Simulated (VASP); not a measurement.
The cell holds one Ca (fcc) (100) slab, with vacuum along c, ions free to move until forces fall under 0.03 eV/Å, no reconstruction beyond this cell, dipole correction on.

Here is the system:

```yaml
crystal:
  lattice:
    - [3.85820, 0.00000, 0.00000]
    - [0.00000, 3.85820, 0.00000]
    - [0.00000, 0.00000, 25.58013]
  atoms:
    - { symbol: Ca, position: [0.00000, 0.50000, 0.34034] }
    - { symbol: Ca, position: [0.50000, 0.00000, 0.44612] }
    - { symbol: Ca, position: [0.00000, 0.50000, 0.55388] }
    - { symbol: Ca, position: [0.50000, 0.00000, 0.65966] }
```

All values below come from PBEsol GGA, VASP's PBE PAW potentials (set 64) (plane waves; VASP). Settings: 400 eV cut-off, 7×7×1 Γ-centred mesh, first-order Methfessel-Paxton smearing of 0.10 eV, potentials Ca_sv.

Slab and bulk use different k-meshes, so the surface energy is good to a few per cent at best.

Question: Predict its surface energy, work function, band gap (on the k-mesh).

Answer: 
The surface energy comes out as 0.50 J/m² and the work function is 2.82 eV. The band gap (on the k-mesh) is none (metal, semimetal or under 0.01 eV).

The cell is a thin slab with vacuum, built from Ca (fcc): (100) face.
